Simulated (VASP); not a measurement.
Data:

```
CELL_PARAMETERS angstrom
      4.50060     0.00000     0.00000
      0.00000     4.50060     0.00000
      0.00000     0.00000     4.50060
ATOMIC_POSITIONS crystal
  Cs 0.00000 0.00000 0.00000
  Ca 0.50000 0.50000 0.50000
  F  0.00000 0.50000 0.50000
  F  0.50000 0.00000 0.50000
  F  0.50000 0.50000 0.00000
```

These are PBEsol GGA, VASP's PBE PAW potentials (set 64) (plane waves; VASP) values and carry that method's errors. Run with 520 eV cut-off, Gaussian smearing of 0.050 eV, potentials Cs_sv Ca_sv F.

Unless said otherwise, spin-orbit coupling is left out, though it shifts the bands of the heavy elements here.

### Question
Give the energies of bands 10 to 23 at the high-symmetry points, in eV from the valence-band maximum.

### Answer

```
band      Γ      X      M      R
----  -----  -----  -----  -----
10    -4.23  -4.10  -4.48  -4.74
11    -4.23  -4.10  -3.93  -4.74
12    -0.61  -1.42  -1.62  -1.75
13    -0.61  -0.83  -1.37  -1.28
14    -0.61  -0.83  -1.29  -1.28
15    -0.39  -0.70  -0.73  -0.47
16    -0.39  -0.56  -0.73  -0.47
17    -0.39  -0.40  -0.48  -0.47
18    -0.02  -0.40  -0.18   0.00
19    -0.02  -0.24  -0.18   0.00
20    -0.02  -0.24  -0.01   0.00
21     7.04   8.68   8.73   8.89
22     8.07   9.00   9.11   8.89
23     8.07   9.07   9.11   8.89
```

The gap is indirect, 7.04 eV, from the valence maximum at R to the conduction minimum at Γ.

The structure comes from a computed database's CsCaF3 entry (Pm-3m); how it stands against other phases isn't given here. It was relaxed first.
